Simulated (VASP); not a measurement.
All values below come from PBE GGA, VASP's PBE PAW potentials (set 64) (plane waves; VASP 6.6.1).

A VASP calculation is set up with these files.

### KPOINTS
```
Automatic mesh
0
Gamma
1 1 1
0 0 0
```

**INCAR**
```
# general
SYSTEM = C33Si32
PREC   = Normal
ENCUT  = 400
LREAL  = Auto
LASPH  = .TRUE.
ISYM   = 0
NELECT = 258.0

# electronic loop
EDIFF  = 1E-5
NELM   = 100
NELMIN = 4
ALGO   = Fast

# smearing
ISMEAR = 0
SIGMA  = 0.05

# functional
GGA    = PE

# ions
IBRION = 2
NSW    = 60
ISIF   = 2
EDIFFG = -0.03

# output
LWAVE  = .FALSE.
LCHARG = .FALSE.
```

POSCAR:
```
C33Si32
1.0
  8.7583314355   0.0000000000   0.0000000000
  0.0000000000   8.7583314355   0.0000000000
  0.0000000000   0.0000000000   8.7583314355
Si C
32 33
direct
  0.5000000000   0.0000000000   0.0000000000
  0.7500000000   0.2500000000   0.0000000000
  0.7500000000   0.0000000000   0.2500000000
  0.0000000000   0.0000000000   0.0000000000
  0.2500000000   0.2500000000   0.0000000000
  0.5000000000   0.5000000000   0.0000000000
  0.7500000000   0.7500000000   0.0000000000
  0.2500000000   0.0000000000   0.2500000000
  0.5023210000   0.2556390000   0.2515680000
  0.7500000000   0.5000000000   0.2500000000
  0.5000000000   0.0000000000   0.5000000000
  0.7500000000   0.2500000000   0.5000000000
  0.7500000000   0.0000000000   0.7500000000
  0.0000000000   0.5000000000   0.0000000000
  0.2500000000   0.7500000000   0.0000000000
  0.0000000000   0.2500000000   0.2500000000
  0.2495340000   0.5005020000   0.2508780000
  0.5000000000   0.7500000000   0.2500000000
  0.0000000000   0.0000000000   0.5000000000
  0.2445250000   0.2455440000   0.4970800000
  0.4976020000   0.5004570000   0.4955750000
  0.7500000000   0.7500000000   0.5000000000
  0.2500000000   0.0000000000   0.7500000000
  0.5000000000   0.2500000000   0.7500000000
  0.7500000000   0.5000000000   0.7500000000
  0.0000000000   0.7500000000   0.2500000000
  0.0000000000   0.5000000000   0.5000000000
  0.2500000000   0.7500000000   0.5000000000
  0.0000000000   0.2500000000   0.7500000000
  0.2500000000   0.5000000000   0.7500000000
  0.5000000000   0.7500000000   0.7500000000
  0.0000000000   0.7500000000   0.7500000000
  0.6250000000   0.1250000000   0.1250000000
  0.8750000000   0.3750000000   0.1250000000
  0.8750000000   0.1250000000   0.3750000000
  0.1250000000   0.1250000000   0.1250000000
  0.3781330000   0.3755590000   0.1210810000
  0.6250000000   0.6250000000   0.1250000000
  0.8750000000   0.8750000000   0.1250000000
  0.3789040000   0.1262100000   0.3744880000
  0.6194760000   0.3708670000   0.3766670000
  0.8750000000   0.6250000000   0.3750000000
  0.6250000000   0.1250000000   0.6250000000
  0.8750000000   0.3750000000   0.6250000000
  0.8750000000   0.1250000000   0.8750000000
  0.1250000000   0.6250000000   0.1250000000
  0.3750000000   0.8750000000   0.1250000000
  0.1257710000   0.3751230000   0.3750770000
  0.3696710000   0.6215410000   0.3722810000
  0.6250000000   0.8750000000   0.3750000000
  0.1250000000   0.1250000000   0.6250000000
  0.3790660000   0.3693880000   0.6206950000
  0.6250000000   0.6250000000   0.6250000000
  0.8750000000   0.8750000000   0.6250000000
  0.3750000000   0.1250000000   0.8750000000
  0.6250000000   0.3750000000   0.8750000000
  0.8750000000   0.6250000000   0.8750000000
  0.1250000000   0.8750000000   0.3750000000
  0.1250000000   0.6250000000   0.6250000000
  0.3750000000   0.8750000000   0.6250000000
  0.1250000000   0.3750000000   0.8750000000
  0.3750000000   0.6250000000   0.8750000000
  0.6250000000   0.8750000000   0.8750000000
  0.1250000000   0.8750000000   0.8750000000
  0.3725030000   0.3729320000   0.3780540000
```

POTCAR, in this order: Si C (PBE.64 set). Program: vasp_gam.

Output

**OSZICAR**
```
...
RMM:   5    -0.498673974102E+03   -0.96551E-03   -0.11780E-02   341   0.244E-01    0.136E-01
RMM:   6    -0.498674189518E+03   -0.21542E-03   -0.22897E-03   345   0.108E-01    0.394E-02
RMM:   7    -0.498674224801E+03   -0.35283E-04   -0.52261E-04   332   0.513E-02    0.185E-02
RMM:   8    -0.498674236451E+03   -0.11650E-04   -0.12829E-04   296   0.252E-02    0.898E-03
RMM:   9    -0.498674238024E+03   -0.15726E-05   -0.29005E-05   218   0.120E-02
  50 F= -.49867424E+03 E0= -.49867424E+03  d E =-.374131E+00
       N       E                     dE             d eps       ncg     rms          rms(c)
DAV:   1    -0.498682462885E+03   -0.82264E-02   -0.17342E+01   328   0.103E+01    0.104E+00
RMM:   2    -0.498691080658E+03   -0.86178E-02   -0.20728E-01   324   0.106E+00    0.551E-01
RMM:   3    -0.498692152362E+03   -0.10717E-02   -0.39217E-02   328   0.434E-01    0.261E-01
RMM:   4    -0.498692873471E+03   -0.72111E-03   -0.87658E-03   350   0.185E-01    0.892E-02
RMM:   5    -0.498692948174E+03   -0.74702E-04   -0.10994E-03   336   0.724E-02    0.289E-02
RMM:   6    -0.498692965613E+03   -0.17439E-04   -0.20340E-04   336   0.316E-02    0.134E-02
RMM:   7    -0.498692968475E+03   -0.28620E-05   -0.44723E-05   239   0.151E-02
  51 F= -.49869297E+03 E0= -.49869297E+03  d E =-.392861E+00
       N       E                     dE             d eps       ncg     rms          rms(c)
DAV:   1    -0.498850489119E+03   -0.15752E+00   -0.90748E+00   328   0.768E+00    0.792E-01
RMM:   2    -0.498855101178E+03   -0.46121E-02   -0.13128E-01   324   0.876E-01    0.409E-01
RMM:   3    -0.498854900716E+03    0.20046E-03   -0.24578E-02   326   0.356E-01    0.180E-01
RMM:   4    -0.498855320327E+03   -0.41961E-03   -0.55779E-03   338   0.153E-01    0.723E-02
RMM:   5    -0.498855361354E+03   -0.41028E-04   -0.80254E-04   336   0.646E-02    0.253E-02
RMM:   6    -0.498855378420E+03   -0.17066E-04   -0.19201E-04   341   0.288E-02    0.108E-02
RMM:   7    -0.498855379742E+03   -0.13224E-05   -0.26304E-05   215   0.121E-02
  52 F= -.49885538E+03 E0= -.49885538E+03  d E =-.162411E+00
       N       E                     dE             d eps       ncg     rms          rms(c)
DAV:   1    -0.498969050896E+03   -0.11367E+00   -0.44236E+01   324   0.169E+01    0.178E+00
RMM:   2    -0.498995344812E+03   -0.26294E-01   -0.67264E-01   324   0.198E+00    0.903E-01
RMM:   3    -0.498994698517E+03    0.64629E-03   -0.12203E-01   326   0.798E-01    0.425E-01
RMM:   4    -0.498996571249E+03   -0.18727E-02   -0.27485E-02   333   0.346E-01    0.168E-01
RMM:   5    -0.498996871637E+03   -0.30039E-03   -0.46157E-03   340   0.149E-01    0.634E-02
RMM:   6    -0.498996958507E+03   -0.86870E-04   -0.98475E-04   348   0.659E-02    0.231E-02
RMM:   7    -0.498996968967E+03   -0.10460E-04   -0.17678E-04   322   0.290E-02    0.138E-02
RMM:   8    -0.498996971556E+03   -0.25885E-05   -0.34491E-05   233   0.139E-02
  53 F= -.49899697E+03 E0= -.49899697E+03  d E =-.304003E+00
       N       E                     dE             d eps       ncg     rms          rms(c)
DAV:   1    -0.499105341268E+03   -0.10837E+00   -0.19614E+01   352   0.108E+01    0.129E+00
RMM:   2    -0.499117450729E+03   -0.12109E-01   -0.32683E-01   324   0.130E+00    0.703E-01
RMM:   3    -0.499113743431E+03    0.37073E-02   -0.59219E-02   326   0.520E-01    0.252E-01
RMM:   4    -0.499114469072E+03   -0.72564E-03   -0.10875E-02   344   0.218E-01    0.114E-01
RMM:   5    -0.499114550601E+03   -0.81529E-04   -0.16360E-03   335   0.884E-02    0.382E-02
RMM:   6    -0.499114580238E+03   -0.29638E-04   -0.31556E-04   349   0.386E-02    0.161E-02
RMM:   7    -0.499114583338E+03   -0.30995E-05   -0.51248E-05   249   0.169E-02
  54 F= -.49911458E+03 E0= -.49911458E+03  d E =-.117612E+00
       N       E                     dE             d eps       ncg     rms          rms(c)
DAV:   1    -0.499114858982E+03   -0.27874E-03   -0.48664E-02   376   0.537E-01    0.637E-02
RMM:   2    -0.499114883762E+03   -0.24780E-04   -0.82146E-04   324   0.650E-02    0.355E-02
RMM:   3    -0.499114874962E+03    0.87998E-05   -0.15408E-04   316   0.266E-02    0.132E-02
RMM:   4    -0.499114877284E+03   -0.23222E-05   -0.29321E-05   217   0.116E-02
  55 F= -.49911488E+03 E0= -.49911488E+03  d E =-.117906E+00
       N       E                     dE             d eps       ncg     rms          rms(c)
DAV:   1    -0.499224125587E+03   -0.10925E+00   -0.16297E+01   324   0.101E+01    0.113E+00
RMM:   2    -0.499229573119E+03   -0.54475E-02   -0.26260E-01   324   0.120E+00    0.586E-01
RMM:   3    -0.499228974856E+03    0.59826E-03   -0.52080E-02   327   0.496E-01    0.282E-01
RMM:   4    -0.499229652845E+03   -0.67799E-03   -0.11706E-02   346   0.219E-01    0.116E-01
RMM:   5    -0.499229717481E+03   -0.64636E-04   -0.13994E-03   330   0.865E-02    0.400E-02
RMM:   6    -0.499229750545E+03   -0.33064E-04   -0.36794E-04   355   0.400E-02    0.143E-02
RMM:   7    -0.499229752740E+03   -0.21947E-05   -0.47515E-05   249   0.166E-02
  56 F= -.49922975E+03 E0= -.49922975E+03  d E =-.114875E+00
       N       E                     dE             d eps       ncg     rms          rms(c)
DAV:   1    -0.499234107110E+03   -0.43566E-02   -0.99728E-01   360   0.249E+00    0.277E-01
RMM:   2    -0.499234492293E+03   -0.38518E-03   -0.15753E-02   324   0.293E-01    0.144E-01
RMM:   3    -0.499234445024E+03    0.47269E-04   -0.31467E-03   327   0.122E-01    0.647E-02
RMM:   4    -0.499234491297E+03   -0.46273E-04   -0.70816E-04   346   0.542E-02    0.261E-02
RMM:   5    -0.499234495306E+03   -0.40083E-05   -0.93288E-05   297   0.221E-02
  57 F= -.49923450E+03 E0= -.49923450E+03  d E =-.119618E+00
       N       E                     dE             d eps       ncg     rms          rms(c)
DAV:   1    -0.499293061763E+03   -0.58570E-01   -0.52855E+00   324   0.592E+00    0.605E-01
RMM:   2    -0.499296735754E+03   -0.36740E-02   -0.81797E-02   324   0.692E-01    0.324E-01
RMM:   3    -0.499296481892E+03    0.25386E-03   -0.15754E-02   328   0.282E-01    0.139E-01
RMM:   4    -0.499296755328E+03   -0.27344E-03   -0.34012E-03   344   0.120E-01    0.609E-02
RMM:   5    -0.499296792439E+03   -0.37111E-04   -0.49407E-04   338   0.490E-02    0.198E-02
RMM:   6    -0.499296800830E+03   -0.83904E-05   -0.83312E-05   294   0.212E-02
  58 F= -.49929680E+03 E0= -.49929680E+03  d E =-.623055E-01
       N       E                     dE             d eps       ncg     rms          rms(c)
DAV:   1    -0.499313188653E+03   -0.16396E-01   -0.42436E+00   324   0.529E+00    0.546E-01
RMM:   2    -0.499316002914E+03   -0.28143E-02   -0.65669E-02   324   0.619E-01    0.293E-01
RMM:   3    -0.499315762227E+03    0.24069E-03   -0.12516E-02   327   0.253E-01    0.123E-01
RMM:   4    -0.499316003713E+03   -0.24149E-03   -0.29528E-03   345   0.111E-01    0.559E-02
RMM:   5    -0.499316029690E+03   -0.25977E-04   -0.38774E-04   335   0.437E-02    0.182E-02
RMM:   6    -0.499316037040E+03   -0.73502E-05   -0.76000E-05   285   0.192E-02
  59 F= -.49931604E+03 E0= -.49931604E+03  d E =-.815417E-01
       N       E                     dE             d eps       ncg     rms          rms(c)
DAV:   1    -0.499350350050E+03   -0.34320E-01   -0.67671E+00   324   0.669E+00    0.705E-01
RMM:   2    -0.499351953803E+03   -0.16038E-02   -0.10745E-01   324   0.766E-01    0.392E-01
RMM:   3    -0.499350813661E+03    0.11401E-02   -0.25360E-02   329   0.333E-01    0.167E-01
RMM:   4    -0.499351114480E+03   -0.30082E-03   -0.42406E-03   346   0.138E-01    0.861E-02
RMM:   5    -0.499351159239E+03   -0.44758E-04   -0.71064E-04   336   0.589E-02    0.230E-02
RMM:   6    -0.499351168798E+03   -0.95593E-05   -0.12400E-04   322   0.253E-02    0.104E-02
RMM:   7    -0.499351170518E+03   -0.17200E-05   -0.23721E-05   215   0.117E-02
  60 F= -.49935117E+03 E0= -.49935117E+03  d E =-.351335E-01
```

### OUTCAR
```
------------------------ aborting loop because EDIFF is reached ----------------------------------------
  FORCE on cell =-STRESS in cart. coord.  units (eV):
  Direction    XX          YY          ZZ          XY          YZ          ZX
  --------------------------------------------------------------------------------------
  Total      -12.8335809    -12.9087071     -8.3438270      0.0368136     -0.5453426      0.1973371
  in kB      -30.6051356    -30.7842943    -19.8981063      0.0877921     -1.3005165      0.4706036
  external PRESSURE =     -27.0958454 kB  Pullay stress =       0.0000000 kB
  volume of cell :      671.84
      direct lattice vectors                 reciprocal lattice vectors
     8.758331436  0.000000000  0.000000000     0.114176999  0.000000000  0.000000000
     0.000000000  8.758331436  0.000000000     0.000000000  0.114176999  0.000000000
     0.000000000  0.000000000  8.758331436     0.000000000  0.000000000  0.114176999
  FREE ENERGIE OF THE ION-ELECTRON SYSTEM (eV)
  ---------------------------------------------------
  free  energy   TOTEN  =      -499.3511705179 eV

  energy  without entropy=     -499.3511705179  energy(sigma->0) =     -499.35117052
```
(Selected blocks of OUTCAR.)

### CONTCAR
```
C33Si32
   1.00000000000000
     8.7583314355000006    0.0000000000000000    0.0000000000000000
     0.0000000000000000    8.7583314355000006    0.0000000000000000
     0.0000000000000000    0.0000000000000000    8.7583314355000006
  Si              C
    32    33
Direct
     0.5007783286673887    0.9952010186875653    0.9984033199636232
     0.7538945739616799    0.2482635535000560    0.9984217733417452
     0.7496079462988398    0.9986578188417552    0.2472231863698667
     0.9985433465389122    0.9999246954148850    0.9961727166238896
     0.2487511702772278    0.2480767220429120    0.0016393879050745
     0.4999912360966292    0.4999951364521319    0.0014699748220166
     0.7496623821597707    0.7496285782158555    0.9962310969243182
     0.2469327838631205    0.9937367895210684    0.2428766295947137
     0.5017830345610165    0.2474243536372183    0.2423226479639600
     0.7541467886400544    0.4996548693520815    0.2426698482158199
     0.4982735210910352    0.9984966982704497    0.4974296019348592
     0.7512382549122655    0.2495435027182679    0.4976189743027928
     0.7517520178752016    0.9972438876956146    0.7475186497760243
     0.9965249009155509    0.5022027682449682    0.9964605870829051
     0.2483012374753005    0.7535873168240291    0.9969380687450997
     0.9953867037111302    0.2489559311400867    0.2436169089336808
     0.2477249186091236    0.5019346302569614    0.2427848545654099
     0.4997474476742380    0.7541545212332604    0.2438927573654102
     0.9990915635752767    0.9997390143073406    0.4955688167728304
     0.2341246789719188    0.2339331635955898    0.4674425530744608
     0.5208537444181306    0.5198327510519997    0.4687256759209888
     0.7520709251475450    0.7526753728199451    0.4949011723986808
     0.2492752036528824    0.0003722973421639    0.7454177766329302
     0.5161060587911058    0.2321746081053211    0.7717240988286641
     0.7504794633087121    0.4993662905716557    0.7468895325986986
     0.9983644940247245    0.7509380129607839    0.2463516300724720
     0.9981226584929307    0.4989280444048791    0.4966213709114863
     0.2504845021008231    0.7507749155463875    0.4979312291460840
     0.0002803329286140    0.2504274152810062    0.7450158832261041
     0.2345232029439516    0.5147977097871527    0.7708001287030792
     0.4995368829501147    0.7507882015162581    0.7467434132255054
     0.9990630632052456    0.7503424166318906    0.7462096545782287
     0.6263238096665963    0.1228987346885902    0.1198789839125900
     0.8759456075692705    0.3756564896999094    0.1192854556429742
     0.8738190622014129    0.1243541257032498    0.3719816876750674
     0.1230764976325601    0.1230252523922559    0.1228317598349805
     0.3736767374351146    0.3743756371151685    0.1244585560891570
     0.6250185498824826    0.6254042859499098    0.1230302747385321
     0.8740642495691113    0.8750253953370100    0.1215851758763890
     0.3771182803814805    0.1180192659960964    0.3643384429540398
     0.6301146056527507    0.3722980815050496    0.3657529486354976
     0.8749500636737219    0.6247965500409504    0.3710995144477549
     0.6232959773358054    0.1252736739635734    0.6229662567198727
     0.8744019246751771    0.3747913864061269    0.6220697977553377
     0.8764563963853701    0.1249487888368684    0.8698980371151841
     0.1232206062893819    0.6273072342762698    0.1194109148081886
     0.3742117018741602    0.8737974795016509    0.1199515592832896
     0.1181795615776505    0.3767982993647686    0.3651050790988783
     0.3734555573623720    0.6305295430207722    0.3663489685139458
     0.6236417154287990    0.8756130749229097    0.3724580594343716
     0.1288507362502901    0.1290690512249414    0.6172298797909472
     0.3780506832034690    0.3755754453127981    0.6882959312262952
     0.6256294535821084    0.6254015705636761    0.6204771717613480
     0.8767946382072264    0.8750653098102261    0.6205364387042467
     0.3725475600899657    0.1207339404373306    0.8777304980422850
     0.6280396155659108    0.3756648394537311    0.8775897910651369
     0.8738604731271770    0.6250694516375025    0.8699082265045381
     0.1239287848001196    0.8734385086621164    0.3728876570078264
     0.1270272608943843    0.6217112094413008    0.6228032955742199
     0.3739114208748945    0.8747996503686580    0.6226310277453029
     0.1223281644732098    0.3725242293035732    0.8768711895014608
     0.3762090310248201    0.6276444754038635    0.8765649232844173
     0.6247178728890915    0.8733500127495503    0.8712505768957625
     0.1236992078626944    0.8767459796636808    0.8697062433277365
     0.3755228247209577    0.3802820212743802    0.5424757565109894
```

stdout:
```
...
  56 F= -.49922975E+03 E0= -.49922975E+03  d E =-.114875E+00
 trial-energy change:   -0.114875  1 .order   -0.115365   -0.193162   -0.037568
 bond charge predicted
       N       E                     dE             d eps       ncg     rms          rms(c)
DAV:   1    -0.499234107110E+03   -0.43566E-02   -0.99728E-01   360   0.249E+00    0.277E-01
RMM:   2    -0.499234492293E+03   -0.38518E-03   -0.15753E-02   324   0.293E-01    0.144E-01
RMM:   3    -0.499234445024E+03    0.47269E-04   -0.31467E-03   327   0.122E-01    0.647E-02
RMM:   4    -0.499234491297E+03   -0.46273E-04   -0.70816E-04   346   0.542E-02    0.261E-02
RMM:   5    -0.499234495306E+03   -0.40083E-05   -0.93288E-05   297   0.221E-02
  57 F= -.49923450E+03 E0= -.49923450E+03  d E =-.119618E+00
 bond charge predicted
       N       E                     dE             d eps       ncg     rms          rms(c)
DAV:   1    -0.499293061763E+03   -0.58570E-01   -0.52855E+00   324   0.592E+00    0.605E-01
RMM:   2    -0.499296735754E+03   -0.36740E-02   -0.81797E-02   324   0.692E-01    0.324E-01
RMM:   3    -0.499296481892E+03    0.25386E-03   -0.15754E-02   328   0.282E-01    0.139E-01
RMM:   4    -0.499296755328E+03   -0.27344E-03   -0.34012E-03   344   0.120E-01    0.609E-02
RMM:   5    -0.499296792439E+03   -0.37111E-04   -0.49407E-04   338   0.490E-02    0.198E-02
RMM:   6    -0.499296800830E+03   -0.83904E-05   -0.83312E-05   294   0.212E-02
  58 F= -.49929680E+03 E0= -.49929680E+03  d E =-.623055E-01
 trial-energy change:   -0.062306  1 .order   -0.062002   -0.083133   -0.040871
 bond charge predicted
       N       E                     dE             d eps       ncg     rms          rms(c)
DAV:   1    -0.499313188653E+03   -0.16396E-01   -0.42436E+00   324   0.529E+00    0.546E-01
RMM:   2    -0.499316002914E+03   -0.28143E-02   -0.65669E-02   324   0.619E-01    0.293E-01
RMM:   3    -0.499315762227E+03    0.24069E-03   -0.12516E-02   327   0.253E-01    0.123E-01
RMM:   4    -0.499316003713E+03   -0.24149E-03   -0.29528E-03   345   0.111E-01    0.559E-02
RMM:   5    -0.499316029690E+03   -0.25977E-04   -0.38774E-04   335   0.437E-02    0.182E-02
RMM:   6    -0.499316037040E+03   -0.73502E-05   -0.76000E-05   285   0.192E-02
  59 F= -.49931604E+03 E0= -.49931604E+03  d E =-.815417E-01
 bond charge predicted
       N       E                     dE             d eps       ncg     rms          rms(c)
DAV:   1    -0.499350350050E+03   -0.34320E-01   -0.67671E+00   324   0.669E+00    0.705E-01
RMM:   2    -0.499351953803E+03   -0.16038E-02   -0.10745E-01   324   0.766E-01    0.392E-01
RMM:   3    -0.499350813661E+03    0.11401E-02   -0.25360E-02   329   0.333E-01    0.167E-01
RMM:   4    -0.499351114480E+03   -0.30082E-03   -0.42406E-03   346   0.138E-01    0.861E-02
RMM:   5    -0.499351159239E+03   -0.44758E-04   -0.71064E-04   336   0.589E-02    0.230E-02
RMM:   6    -0.499351168798E+03   -0.95593E-05   -0.12400E-04   322   0.253E-02    0.104E-02
RMM:   7    -0.499351170518E+03   -0.17200E-05   -0.23721E-05   215   0.117E-02
  60 F= -.49935117E+03 E0= -.49935117E+03  d E =-.351335E-01
 trial-energy change:   -0.035133  1 .order   -0.035797   -0.079075    0.007481
```

Convergence was not reached.

The run did not end as a converged relaxation. At this cut-off the stress carries a Pulay error, which pulls relaxed volumes low. The cell is charged, with a uniform compensating background. The supercell is sampled at Γ alone, which is coarse: total energies, pressure and levels can be off, energies of defects by several tenths of an eV.

The cell is a supercell with a defect, built from SiC (zinc blende): C_i, charge +2. The run is not spin-polarised, so no state with unpaired spins was tried.
